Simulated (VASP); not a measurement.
Given:

```
ZnS
1.0
    3.25192     0.00000     0.00000
   -1.62596     2.81624     0.00000
    0.00000     0.00000     5.42129
Zn S
2 2
Direct
  0.00000   0.00000   0.00000
  0.00000   0.00000   0.50000
  0.33333   0.66667   0.25000
  0.66667   0.33333   0.75000
```

Computed with PBEsol GGA, VASP's PBE PAW potentials (set 64) (plane waves; VASP). Numerical set-up: 500 eV cut-off, 8×8×4 Γ-centred mesh, Gaussian smearing of 0.050 eV, potentials Zn S.

Task: What does the run give for the energy per atom (σ→0), pressure?

Result: 
```yaml
energy per atom (σ→0): -3.095 eV/atom
pressure: 44.90 GPa
```

Total energies compare only between runs with the same potentials, cut-off and functional.

The structure was generated: ZnS was put into the NiAs type type (P6_3/mmc), which need not be its known phase. It was relaxed first under an external pressure of 45 GPa.
